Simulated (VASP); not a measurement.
Consider the following.

```xyz
1
Lattice="0.0000 2.8105 2.8105 2.8105 0.0000 2.8105 2.8105 2.8105 0.0000" Properties=species:S:1:pos:R:3 pbc="T T T"
Ca     0.0000     0.0000     0.0000
```

Method: RPBE GGA, VASP's PBE PAW potentials (set 64) (plane waves; VASP). Run with 520 eV cut-off, 13×13×13 Γ-centred mesh, tetrahedra with Blöchl corrections, potentials Ca_sv.

Estimate the energy per atom (σ→0), band gap (on the k-mesh) with the smallest direct gap where there is one.

```yaml
band gap (on the k-mesh): none (metal, semimetal or under 0.01 eV)
energy per atom (σ→0): -1.744 eV/atom
```

The absolute energy has meaning only against runs of the same code, potentials and settings.

The compound is Ca in the fcc structure. It was relaxed first.
